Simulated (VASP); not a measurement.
```xyz
2
Lattice="2.8788 0.0000 0.0000 0.0000 2.8788 0.0000 0.0000 0.0000 2.8788" Properties=species:S:1:pos:R:3 pbc="T T T"
Al     1.4394     1.4394     1.4394
Ni     0.0000     0.0000     0.0000
```

These are optB86b-vdW, VASP's PBE PAW potentials (set 64) (plane waves; VASP) values and carry that method's errors. Numerical set-up: 520 eV cut-off, 14×14×14 Γ-centred mesh, tetrahedra with Blöchl corrections, potentials Al Ni.

Predict the energy per atom (σ→0), band gap (on the k-mesh) with the smallest direct gap where there is one.

```
Quantity                                                    Result
------------------------  ----------------------------------------
band gap (on the k-mesh)  none (metal, semimetal or under 0.01 eV)
energy per atom (σ→0)                               -3.366 eV/atom
```

Total energies compare only between runs with the same potentials, cut-off and functional.

The compound is NiAl in the CsCl type structure. It was relaxed first. The run is not spin-polarised, so no magnetic state was tried. The electron count is odd and the run is not spin-polarised, which forces a metal.
